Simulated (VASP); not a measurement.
An input for Quantum ESPRESSO's pw.x (written as the equivalent of a VASP run, and not itself run):

```
&CONTROL
  calculation = 'scf'
  pseudo_dir = './pseudo'
  outdir = './out'
  tprnfor = .true.
  tstress = .true.
/
&SYSTEM
  ibrav = 0
  nat = 2
  ntyp = 2
  ecutwfc = 84
  occupations = 'smearing'
  smearing = 'methfessel-paxton'
  degauss = 0.00735
  input_dft = 'pbe'
/
&ELECTRONS
  conv_thr = 7.3e-09
  electron_maxstep = 100
/
ATOMIC_SPECIES
  Zr 91.224 Zr.upf
  N 14.007 N.upf
CELL_PARAMETERS angstrom
     0.0000000    2.2978448    2.2978448
     2.2978448   -0.0000000    2.2978448
     2.2978448    2.2978448    0.0000000
ATOMIC_POSITIONS crystal
  Zr   0.0000000  0.0000000  0.0000000
  N    0.5000000  0.5000000  0.5000000
K_POINTS automatic
  12 12 12 0 0 0
```

### Question
Write the VASP files for the same calculation (PBE).

### Answer
This is not unique; one that fits is 
**POSCAR**
```
ZrN
1
    0.0000000000     2.2978447746     2.2978447746
    2.2978447746    -0.0000000000     2.2978447746
    2.2978447746     2.2978447746     0.0000000000
Zr N
1 1
Direct
  0.0000000000   0.0000000000   0.0000000000
  0.5000000000   0.5000000000   0.5000000000
```

INCAR:
```
# general
SYSTEM =ZrN
PREC   =Accurate
ENCUT  =600   # plane-wave cut-off (eV)
LREAL  =F   # projection in real space or not
LASPH  =T   # aspherical one-centre terms

# electronic loop
EDIFF  =1E-7
NELM   =100   # most electronic steps
ALGO   =Normal   # blocked Davidson
LMAXMIX=4

# smearing
ISMEAR =1   # Methfessel-Paxton
SIGMA  =0.1

# functional
GGA    =PE   # PBE

# ions
ISIF   =2   # forces and stress, cell fixed

# output
LWAVE  =F
LCHARG =F
```

### KPOINTS
```
Automatic mesh
0
G
12 12 12
```

POTCAR, in this order: Zr_sv N (PBE.64 set). Program: vasp_std.

Limits of the translation: the potentials are each code's own (VASP's PAW set, PseudoDojo norm-conserving files in pw.x), so ENCUT and ecutwfc are chosen apart and not converted; conv_thr bounds pw.x's estimated SCF error, while EDIFF bounds the energy change between steps.

The compound is ZrN in the rock salt structure. It was relaxed first.
